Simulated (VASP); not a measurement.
Data:

```
CELL_PARAMETERS angstrom
      0.00000     2.60490     2.60490
      2.60490     0.00000     2.60490
      2.60490     2.60490     0.00000
ATOMIC_POSITIONS crystal
  Rh 0.75000 0.75000 0.75000
  Rh 0.50000 0.50000 0.50000
```

The numbers are results of PBEsol GGA, VASP's PBE PAW potentials (set 64) (plane waves; VASP), not measurements. Numerical set-up: 400 eV cut-off, 11×11×11 Γ-centred mesh, first-order Methfessel-Paxton smearing of 0.10 eV, potentials Rh_pv.

Energy and stress use the plane-wave basis of the starting cell.

**Question.** The ions, cell shape and volume are relaxed. What does this cell relax into?

**Answer.** 
```
CELL_PARAMETERS angstrom
      0.00000     2.70875     2.70875
      2.70875     0.00000     2.70875
      2.70875     2.70875     0.00000
ATOMIC_POSITIONS crystal
  Rh 0.75000 0.75000 0.75000
  Rh 0.50000 0.50000 0.50000
```
Space group Fd-3m (227), at a tolerance of 0.03 Å.

**Question.** How do energy and volume change from the first to the last step?

**Answer.** The energy (σ→0) changes by -153.7 meV/atom and the volume by +12.4 %, in 7 ionic steps.

```tsv
step	E(σ→0) (eV)	max force (eV/Å)	pressure (GPa)	volume (Å³)
1	-13.3558	0.000	25.08	35.35
2	-12.6744	0.000	-20.24	51.48
3	-13.6614	0.000	-1.55	40.17
4	-13.6633	0.000	-0.31	39.84
5	-13.6633	0.000	0.12	39.75
6	-13.6633	0.000	0.09	39.75
7	-13.6633	0.000	0.08	39.75
```

The structure was generated: Rh was put into the diamond type (Fd-3m), which need not be its known phase. This run relaxes it. Symmetry was kept, so distortions that lower it aren't found.
